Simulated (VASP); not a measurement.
OSZICAR of a VASP run on BN (hex):

**OSZICAR**
```
       N       E                     dE             d eps       ncg     rms          rms(c)
DAV:   1     0.852128310095E+02    0.85213E+02   -0.78621E+03   576   0.117E+03
DAV:   2    -0.309578144927E+02   -0.11617E+03   -0.10660E+03   936   0.262E+02
DAV:   3    -0.372667962490E+02   -0.63090E+01   -0.62563E+01   724   0.656E+01
DAV:   4    -0.373602784807E+02   -0.93482E-01   -0.93388E-01   732   0.875E+00
DAV:   5    -0.373622041377E+02   -0.19257E-02   -0.19250E-02   744   0.125E+00    0.112E+01
DAV:   6    -0.342217658056E+02    0.31404E+01   -0.78726E+00   704   0.229E+01    0.507E+00
DAV:   7    -0.339366568044E+02    0.28511E+00   -0.54608E-01   728   0.615E+00    0.317E+00
DAV:   8    -0.338361693929E+02    0.10049E+00   -0.37364E-01   724   0.450E+00    0.507E-01
DAV:   9    -0.338353647214E+02    0.80467E-03   -0.16882E-02   680   0.116E+00    0.194E-01
DAV:  10    -0.338371355469E+02   -0.17708E-02   -0.33614E-03   576   0.593E-01    0.534E-02
DAV:  11    -0.338370350762E+02    0.10047E-03   -0.56327E-04   652   0.265E-01    0.289E-02
DAV:  12    -0.338370293206E+02    0.57556E-05   -0.48676E-05   752   0.652E-02    0.650E-03
DAV:  13    -0.338370301672E+02   -0.84653E-06   -0.58671E-06   696   0.199E-02
   1 F= -.33837030E+02 E0= -.33837030E+02  d E =-.338370E+02
```

### Question
Which electronic solver shows in the log?

### Answer
It is blocked Davidson (ALGO = Normal, or the opening steps of other solvers). The INCAR had ALGO = Normal.

### Question
Can the final energy be trusted as converged?

### Answer
The run converged. It stopped with EDIFF = 1E-6, NELM = 100, NSW = 60 and EDIFFG = -0.02 after 1 ionic step (RPBE GGA, plane waves, VASP's PBE PAW potentials (set 64)). Without a dispersion term in the relaxation, distances and binding between the weakly bound layers, chains or molecules are unreliable, and so is what depends on them.

The compound is BN in the hex structure. It was relaxed first, which changed the volume by +38 %. The start is the result of an earlier pass.
